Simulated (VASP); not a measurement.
The system is WAu.

```xyz
2
Lattice="0.0000 2.7480 2.7480 2.7480 0.0000 2.7480 2.7480 2.7480 0.0000" Properties=species:S:1:pos:R:3 pbc="T T T"
W     0.0000    0.0000    0.0000
Au    4.1220    4.1220    4.1220
```

The cell was built by a generator and needn't be a form met in nature.

* Program: VASP 6.6.1
* Task: relaxation of cell and atoms
* Functional: PBE
* Potentials or basis: VASP PAW PBE potentials, release 64 (W_sv_GW, Au_sv_GW)
* Cutoff: 600 eV
* k mesh: 8 × 8 × 8
* Occupations: fermi-dirac, width 0.05 eV
* Spin: no spin polarisation

At the start: pressure 32.4 GPa; volume 20.75 Å³/atom.

Task: How do energy, volume and symmetry change on relaxing?

Result: Over 5 steps the energy falls by 322.2 meV/atom and the volume is 24.47 Å³/atom (+17.9 %); space group F-43m (No. 216, to 0.05 Å).

Step by step:
| step | energy change (eV) | largest force (eV/Å) | pressure (GPa) | volume (Å³) |
| --- | --- | --- | --- | --- |
| 1 | 0.0000 | 0.0000 | 32.35 | 41.50 |
| 2 | 1.4443 | 0.0000 | -19.01 | 72.10 |
| 3 | -0.6347 | 0.0000 | -2.81 | 50.04 |
| 4 | -0.6440 | 0.0000 | -0.64 | 49.19 |
| 5 | -0.6445 | 0.0000 | 0.01 | 48.95 |

Final structure:
```
CELL_PARAMETERS angstrom
0.00000 2.90335 2.90335
2.90335 0.00000 2.90335
2.90335 2.90335 0.00000
ATOMIC_POSITIONS crystal
W 0.00000 0.00000 0.00000
Au 0.75000 0.75000 0.75000
```

Caveat: the volume moved by over 15 % at a fixed basis, so the end points are rough.
